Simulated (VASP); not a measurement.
Level of theory: LDA (Ceperley-Alder, Perdew-Zunger), VASP's LDA PAW potentials (set 64) (plane waves; VASP).

VASP input:

KPOINTS:
```
Automatic
0
gamma
 7 7 7
```

**INCAR**
```
SYSTEM = Sr
PREC = Accurate
ENCUT = 400
EDIFF = 1E-8
NELM = 100
ALGO = Normal
LREAL = .FALSE.
LASPH = .TRUE.
ISMEAR = 0
SIGMA = 0.05
LMAXMIX = 4
LWAVE = .FALSE.
LCHARG = .FALSE.
IBRION = 1
ISIF = 2
NSW = 30
EDIFFG = -0.001
```

File POSCAR:
```
Sr
1
    0.0000000000     2.8910951363     2.8910951363
    2.8910951363    -0.0000000000     2.8910951363
    2.8910951363     2.8910951363     0.0000000000
Sr
1
Direct
  0.0000000000   0.0000000000   0.0000000000
```

POTCAR, in this order: Sr_sv (LDA.64 set). Program: vasp_std.

Task: Estimate the energy per atom (σ→0).

Result: 
| Item | Value |
|---|---|
| energy per atom (σ→0) | -1899 meV/atom |

File OSZICAR:
```
...
DAV:   7    -0.189946422708E+01    0.38281E-02   -0.98456E-03   502   0.128E+00    0.248E-01
DAV:   8    -0.189944347336E+01    0.20754E-04   -0.13544E-03   501   0.229E-01    0.947E-02
DAV:   9    -0.189945953410E+01   -0.16061E-04   -0.32875E-05   551   0.467E-02    0.309E-02
DAV:  10    -0.189946358858E+01   -0.40545E-05   -0.96704E-06   471   0.328E-02    0.101E-02
DAV:  11    -0.189946402045E+01   -0.43187E-06   -0.42904E-07   499   0.682E-03    0.260E-03
DAV:  12    -0.189946403561E+01   -0.15159E-07   -0.85225E-08   576   0.130E-03    0.310E-03
DAV:  13    -0.189946403217E+01    0.34447E-08   -0.44914E-09   238   0.822E-04
   1 F= -.18994640E+01 E0= -.18988298E+01  d E =-.189946E+01
```

The compound is Sr in the fcc structure. It was relaxed first, which changed the volume by -14 %. The start is the result of an earlier pass.
